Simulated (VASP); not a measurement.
Output of a VASP run:

**OSZICAR**
```
...
DAV:   8    -0.550457537130E+01   -0.31749E-05   -0.11347E-06  2121   0.171E-02    0.115E-03
DAV:   9    -0.550457550621E+01   -0.13491E-06   -0.24285E-07  1536   0.795E-03
   2 F= -.55045755E+01 E0= -.55046554E+01  d E =0.135362E-02
       N       E                     dE             d eps       ncg     rms          rms(c)
DAV:   1    -0.555154413742E+01   -0.46969E-01   -0.64527E-01  3075   0.134E+01    0.146E+00
DAV:   2    -0.550590369764E+01    0.45640E-01   -0.11309E-01  3063   0.512E+00    0.276E-01
DAV:   3    -0.550591841488E+01   -0.14717E-04   -0.29253E-03  3114   0.778E-01    0.175E-01
DAV:   4    -0.550602977255E+01   -0.11136E-03   -0.18136E-03  3081   0.663E-01    0.697E-02
DAV:   5    -0.550624136023E+01   -0.21159E-03   -0.71599E-04  2904   0.435E-01    0.160E-02
DAV:   6    -0.550621261646E+01    0.28744E-04   -0.33333E-05  2925   0.946E-02    0.493E-03
DAV:   7    -0.550623370384E+01   -0.21087E-04   -0.14830E-05  2847   0.560E-02    0.313E-03
DAV:   8    -0.550623121459E+01    0.24893E-05   -0.10563E-06  1800   0.172E-02    0.814E-04
DAV:   9    -0.550623159454E+01   -0.37995E-06   -0.17943E-07  1485   0.654E-03
   3 F= -.55062316E+01 E0= -.55063264E+01  d E =-.302471E-03
       N       E                     dE             d eps       ncg     rms          rms(c)
DAV:   1    -0.550631745806E+01   -0.86243E-04   -0.11932E-03  3054   0.574E-01    0.644E-02
DAV:   2    -0.550621982826E+01    0.97630E-04   -0.21185E-04  3072   0.222E-01    0.108E-02
DAV:   3    -0.550622383695E+01   -0.40087E-05   -0.51743E-06  3096   0.333E-02    0.722E-03
DAV:   4    -0.550622473241E+01   -0.89546E-06   -0.34708E-06  3036   0.291E-02
   4 F= -.55062247E+01 E0= -.55063202E+01  d E =-.295608E-03
       N       E                     dE             d eps       ncg     rms          rms(c)
DAV:   1    -0.550793698430E+01   -0.17131E-02   -0.24898E-02  3063   0.262E+00    0.294E-01
DAV:   2    -0.550609981949E+01    0.18372E-02   -0.44510E-03  3054   0.102E+00    0.503E-02
DAV:   3    -0.550611492556E+01   -0.15106E-04   -0.10806E-04  3135   0.152E-01    0.333E-02
DAV:   4    -0.550612244254E+01   -0.75170E-05   -0.74163E-05  3036   0.134E-01    0.142E-02
DAV:   5    -0.550614412111E+01   -0.21679E-04   -0.27515E-05  2925   0.855E-02    0.295E-03
DAV:   6    -0.550613854255E+01    0.55786E-05   -0.10494E-06  1872   0.165E-02    0.114E-03
DAV:   7    -0.550614134675E+01   -0.28042E-05   -0.39276E-07  1524   0.868E-03    0.306E-04
DAV:   8    -0.550614118415E+01    0.16261E-06   -0.20237E-08  1458   0.255E-03
   5 F= -.55061412E+01 E0= -.55062394E+01  d E =-.212060E-03
       N       E                     dE             d eps       ncg     rms          rms(c)
DAV:   1    -0.550746574683E+01   -0.13244E-02   -0.17835E-02  3051   0.222E+00    0.250E-01
DAV:   2    -0.550624777449E+01    0.12180E-02   -0.31519E-03  3024   0.858E-01    0.412E-02
DAV:   3    -0.550623155515E+01    0.16219E-04   -0.77431E-05  3135   0.128E-01    0.279E-02
DAV:   4    -0.550622290712E+01    0.86480E-05   -0.52100E-05  3033   0.112E-01    0.119E-02
DAV:   5    -0.550621977477E+01    0.31323E-05   -0.18511E-05  2922   0.699E-02    0.240E-03
DAV:   6    -0.550622431954E+01   -0.45448E-05   -0.76463E-07  1743   0.147E-02    0.902E-04
DAV:   7    -0.550622182747E+01    0.24921E-05   -0.28768E-07  1485   0.785E-03    0.246E-04
DAV:   8    -0.550622201495E+01   -0.18748E-06   -0.10836E-08  1440   0.189E-03
   6 F= -.55062220E+01 E0= -.55063179E+01  d E =-.292891E-03
```

**OUTCAR**
```
------------------------ aborting loop because EDIFF is reached ----------------------------------------
  FORCE on cell =-STRESS in cart. coord.  units (eV):
  Direction    XX          YY          ZZ          XY          YZ          ZX
  --------------------------------------------------------------------------------------
  Total       -0.0093123     -0.0093123     -0.0093123      0.0000000      0.0000000     -0.0000000
  in kB       -1.0921055     -1.0921055     -1.0921055      0.0000000      0.0000000     -0.0000000
  external PRESSURE =      -1.0921055 kB  Pullay stress =       0.0000000 kB
  volume of cell :       13.66
      direct lattice vectors                 reciprocal lattice vectors
     0.000000000  1.897392608  1.897392608    -0.263519526  0.263519526  0.263519526
     1.897392608 -0.000000000  1.897392608     0.263519526 -0.263519526  0.263519526
     1.897392608  1.897392608  0.000000000     0.263519526  0.263519526 -0.263519526
 POSITION                                       TOTAL-FORCE (eV/Angst)
 -----------------------------------------------------------------------------------
      0.00000      0.00000      0.00000         0.000000     -0.000000     -0.000000
 -----------------------------------------------------------------------------------
    total drift:                               -0.000000     -0.000000     -0.000000
  FREE ENERGIE OF THE ION-ELECTRON SYSTEM (eV)
  ---------------------------------------------------
  free  energy   TOTEN  =        -5.5062220149 eV

  energy  without entropy=       -5.5065095504  energy(sigma->0) =       -5.50631786

 reached required accuracy - stopping structural energy minimisation
```
(Selected blocks of OUTCAR.)

File POSCAR:
```
Rh
1
    0.0000000000     1.9000000000     1.9000000000
    1.9000000000     0.0000000000     1.9000000000
    1.9000000000     1.9000000000     0.0000000000
Rh
1
Direct
  0.0000000000   0.0000000000   0.0000000000
```

### Question
Reconstruct the remaining input files.

### Answer
Several could match; the one computed here: the input of the run itself, MS2 meta-GGA, plane waves, VASP's PBE PAW potentials (set 64).

**INCAR**
```
LWAVE  =  F
IBRION  =  2   # conjugate gradients
LASPH  =  T
ISIF  =  3   # ions, shape and volume
ENCUT  =  520
NSW  =  60   # most ionic steps
LCHARG  =  F
LREAL  =  F
EDIFFG  =  -0.01   # ionic stop
EDIFF  =  1E-6
ISMEAR  =  1   # Methfessel-Paxton
METAGGA  =  MS2
LMAXMIX  =  4
SYSTEM  =  Rh
PREC  =  Accurate
SIGMA  =  0.1
LMIXTAU  =  T
NELM  =  100   # most electronic steps
ALGO  =  Normal
```

KPOINTS:
```
Automatic mesh
0
gamma
 15 15 15
```

POTCAR, in this order: Rh_pv (PBE.64 set). Program: vasp_std.

The compound is Rh in the fcc structure. This run relaxes it. Symmetry was kept, so distortions that lower it aren't found.
